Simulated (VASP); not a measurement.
Energy against volume of SiC (zinc blende). Level of theory: PBE GGA with D3 dispersion (zero damping), VASP's PBE PAW potentials (set 64) (plane waves; VASP).

```
V (Å³/atom)  E (eV/atom)
-----------  -----------
9.780           -7.64626
10.092          -7.66780
10.404          -7.67459
10.716          -7.66863
11.028          -7.65166
```

Q: Fit a third-order Birch-Murnaghan equation of state.

A: 
| Item | Value |
|---|---|
| volume per atom | 10.41 Å^3/atom |
| bulk modulus | 217 GPa |
| pressure derivative of the bulk modulus | 3.87 |
| lattice constant a | 4.367 Å |

Measured: bulk modulus 229 GPa at 0 K (computed value off by -5.1 %), as given by Daniel Mejia-Rodriguez et al., Physical Review B (2018), arXiv:1807.09216 [0 K value with the zero-point phonon effect removed]; a 4.346 Å at 0 K (computed value off by +0.5 %), as given by Daniel Mejia-Rodriguez et al., Physical Review B (2018), arXiv:1807.09216 [static lattice: zero-point anharmonic expansion removed].

The compound is SiC in the zinc blende structure. It was relaxed first.
